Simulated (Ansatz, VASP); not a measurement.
**Two plane-wave programs on CuBiH3**

INCAR

```
SYSTEM = CuBiH3
  PREC = Accurate
  ENCUT = 600
  EDIFF = 1E-6
  ISMEAR = 0
  SIGMA = 0.1
  LREAL = .FALSE.
  LASPH = .TRUE.
  NELM = 80
  ALGO = Normal
  ISIF = 3
  LWAVE = .FALSE.
  LCHARG = .FALSE.
  GGA = PE
  IBRION = 2
  NSW = 90
  EDIFFG = -0.04
```

KPOINTS

```
Automatic mesh
0
G
  4 4 4
  0 0 0
```

POSCAR

```
CuBiH3
1.0
    3.8827152558      0.0000000000      0.0000000000
    0.0000000000      3.8827152558      0.0000000000
    0.0000000000      0.0000000000      3.8827152558
Cu Bi H
1 1 3
Direct
    0.0000000000      0.0000000000      0.0000000000
    0.5000000000      0.5000000000      0.5000000000
    0.0000000000      0.5000000000      0.5000000000
    0.5000000000      0.0000000000      0.5000000000
    0.5000000000      0.5000000000      0.0000000000
```

Input for Ansatz:

```yaml
crystal:
  lattice:
    - [3.8827152558, 0.0, 0.0]
    - [0.0, 3.8827152558, 0.0]
    - [0.0, 0.0, 3.8827152558]
  atoms:
    - { symbol: Cu, position: [0.0, 0.0, 0.0] }
    - { symbol: Bi, position: [0.5, 0.5, 0.5] }
    - { symbol: H, position: [0.0, 0.5, 0.5] }
    - { symbol: H, position: [0.5, 0.0, 0.5] }
    - { symbol: H, position: [0.5, 0.5, 0.0] }
basis:
  ecutwfc: 420
kpoints:
  mp_grid: { grid: [4, 4, 4] }
hamiltonian:
  xc: pbe
scf:
  occupations: { method: gaussian, width: 0.1 }
  lower_state_search: "off"
output:
  forces: true
  stress: true
  eigenvalues: true
relax:
  adjacent_minimum: "off"
  f_tol: 0.04
  max_steps: 70
  cell: { stress_tol: 0.4 }
```

Alike in both runs: task relaxation of cell and atoms; functional PBE; k mesh 4 × 4 × 4; occupations gaussian, width 0.1 eV; no spin polarisation.

|  | VASP | Ansatz |
| --- | --- | --- |
| version | VASP 6.6.1 | Ansatz 0.2.0 |
| potentials or method | VASP PAW PBE potentials, release 64 (Cu, Bi_d, H) | scalar-relativistic, plane waves, PAW |
| plane-wave cutoff (eV) | 600 | 420 |
| valence electrons in the cell | 29 | 37 |

```tsv
	VASP	Ansatz	Ansatz less VASP
gap on the k mesh at the Fermi level, each at its own relaxed structure (eV)	none	none	-
relaxed volume (Å³/atom)	14.54	14.46	-0.079
relaxed cell length with the largest relative difference (Å)	4.174	4.166	-0.0076
energy change over the relaxation (meV/atom)	-96	-95	+0.5
```

A gap of «none» marks a metal or a gap that the smearing closes. The two sets of potentials don't hold the same shells in valence.

Caveats: the k mesh is coarse (spacing up to 0.40 Å⁻¹), so the values aren't converged; the volume moved by over 15 % at a fixed basis, so the end points are rough (VASP); spin-orbit coupling is left out, which moves the levels of the heavy elements.
